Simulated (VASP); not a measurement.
Consider the following.

```yaml
crystal:
  lattice:
    - [3.01348, 0.00000, 0.00000]
    - [-1.50674, 2.60975, 0.00000]
    - [0.00000, 0.00000, 4.06937]
  atoms:
    - { symbol: B, position: [0.33333, 0.66667, 0.50000] }
    - { symbol: B, position: [0.66667, 0.33333, 0.50000] }
    - { symbol: Ag, position: [0.00000, 0.00000, 0.00000] }
```

The numbers are results of r2SCAN meta-GGA with spin-orbit coupling, VASP's PBE PAW potentials (set 64) (plane waves; VASP), not measurements. Numerical set-up: 520 eV cut-off, 11×11×7 Γ-centred mesh, Gaussian smearing of 0.050 eV, potentials B Ag.

### Question
Give the energies of bands 9 to 22 at the high-symmetry points, in eV from the Fermi level.

### Answer

```tsv
band	Γ	M	K	A	L	H
9	-4.27	-4.45	-5.45	-4.84	-4.30	-5.12
10	-4.27	-4.45	-5.45	-4.84	-4.30	-5.12
11	-4.02	-3.66	-4.35	-4.34	-3.65	-4.31
12	-4.02	-3.66	-4.35	-4.34	-3.65	-4.31
13	-3.96	-2.96	-3.99	-4.15	-2.96	-2.83
14	-3.96	-2.96	-3.99	-4.15	-2.96	-2.83
15	1.30	-1.81	-2.82	1.01	-2.61	-2.68
16	1.30	-1.81	-2.82	1.01	-2.61	-2.68
17	1.32	2.72	3.80	1.01	-0.48	0.71
18	1.32	2.72	3.80	1.01	-0.48	0.71
19	1.32	3.02	3.86	7.95	1.45	0.73
20	1.32	3.02	3.86	7.95	1.45	0.73
21	7.89	4.17	6.93	9.08	6.84	3.84
22	7.89	4.17	6.93	9.08	6.84	3.84
```

It has no gap at this level: it comes out as a metal or semimetal.

The structure comes from a measured AgB2 entry (P6/mmm) of the Crystallography Open Database, whose conditions weren't checked. It was relaxed first, which changed the volume by +27 %.
